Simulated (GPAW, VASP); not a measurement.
This is a calculation of RuS for VASP 6.6.1. The cell comes from a database or a generator and needn't be the stable form of this composition.

INCAR

```
SYSTEM = RuS
PREC = Accurate
ENCUT = 520
EDIFF = 1E-6
ISMEAR = 0
SIGMA = 0.05
LREAL = .FALSE.
LASPH = .TRUE.
NELM = 100
ALGO = Normal
ISIF = 2
LWAVE = .FALSE.
LCHARG = .FALSE.
ISPIN = 2
MAGMOM = 0.84 0
LORBIT = 11
LMAXMIX = 4
LDAU = .TRUE.
LDAUTYPE = 2
LDAUL = 2 -1
LDAUU = 7 0
LDAUJ = 0 0
LDAUPRINT = 1
GGA = PS
NBANDS = 21
```

Contents of KPOINTS:

```
regular mesh
0
G
  6 6 6
  0 0 0
```

The input POSCAR:

```
RuS
1.0
    0.0000000000      2.7642955000      2.7642955000
    2.7642955000      0.0000000000      2.7642955000
    2.7642955000      2.7642955000      0.0000000000
Ru S
1 1
Direct
    0.0000000000      0.0000000000      0.0000000000
    0.2500000000      0.2500000000      0.2500000000
```

Potentials or basis: VASP PAW PBE potentials, release 64 (Ru_pv, S).

Command:

```bash
$ cat potpaw_PBE.64/Ru_pv/POTCAR potpaw_PBE.64/S/POTCAR > POTCAR
$ mpirun -np 1 vasp_std > vasp.out
```

**Question.** What does the same run look like in GPAW 26.7.0 (ASE script)? Potentials or basis there: PAW data sets generated for this functional, cutoff 600 eV.

**Answer.** As run (cutoffs and basis follow the program's own potentials, and thresholds, step limits or extra output files can differ):

Contents of run.py:

```python
from ase.dft.bandgap import bandgap
from ase.io import read, write
from ase.units import GPa
from gpaw import GPAW, PW, setup_paths

setup_paths.insert(0, '.')

atoms = read('POSCAR')
atoms.set_initial_magnetic_moments([0.84, 0.0])

calc = GPAW(mode=PW(600),
            xc='PBEsol',
            kpts={'size': (6, 6, 6), 'gamma': True},
            occupations={'name': 'methfessel-paxton', 'order': 0, 'width': 0.05},
            setups={'Ru': ':d,7.0'},
            nbands=22,
            convergence={'density': 1e-05, 'energy': 1e-05},
            maxiter=150,
            txt='gpaw.txt')
atoms.calc = calc
energy = atoms.get_potential_energy()
forces = atoms.get_forces()
stress = atoms.get_stress()
calc.write('gs.gpw')
write('result.traj', atoms)
print(f'Energy: {energy:.6f} eV')
print('Forces (eV/A):')
print(forces.round(4))
print('Stress (GPa):', (stress / GPa).round(3))
print('Moments:', calc.get_magnetic_moments().round(3))
print('Fermi level:', round(calc.get_fermi_level(), 4), 'eV')
print(f'Gap: {bandgap(calc)[0]:.4f} eV, direct: {bandgap(calc, direct=True)[0]:.4f} eV')
```

Contents of POSCAR:

```
RuS
1.0
    0.0000000000      2.7642955000      2.7642955000
    2.7642955000      0.0000000000      2.7642955000
    2.7642955000      2.7642955000      0.0000000000
Ru S
1 1
Direct
    0.0000000000      0.0000000000      0.0000000000
    0.2500000000      0.2500000000      0.2500000000
```

Potentials or basis: PAW data sets generated in the run's folder for this functional, pw.

The run is started by

```console
$ gpaw-setup -f PBEsol Ru S
$ OMP_NUM_THREADS=1 python run.py
```

Both were run:

|  | VASP | GPAW |
| --- | --- | --- |
| Pressure | 1.0 GPa | 5.3 GPa |
| Net moment | 2.00 μB per cell | 2.00 μB per cell |

The potentials hold 20 and 22 valence electrons a cell.

VASP's potentials were made for PBE.

The magnetic state is the one that the start led to; the real crystal's order can differ.

The two runs disagree by more than potentials and bases usually give (in gap, levels, pressure or energy); the cause wasn't traced.

How U acts hangs on each program's projectors.

Pressure is positive in compression.
